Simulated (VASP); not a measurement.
Given:

```
PtS2
1.0
    1.83645    -3.18082     0.00000
    1.83645     3.18082     0.00000
    0.00000     0.00000     5.45592
Pt S
1 2
Cartesian
  0.00000   0.00000   0.00000
  1.83645   1.06028   1.27733
  1.83645  -1.06028   4.17859
```

Level of theory: vdW-DF2, VASP's PBE PAW potentials (set 64) (plane waves; VASP). Settings: 520 eV cut-off, 8×8×5 Γ-centred mesh, tetrahedra with Blöchl corrections, potentials Pt S.

**Question.** What does the run give for the energy per atom (σ→0)?

**Answer.** 
```yaml
energy per atom (σ→0): -2.791 eV/atom
```

The compound is PtS2 in the 1T layered structure. It was relaxed first, which changed the volume by +17 %.
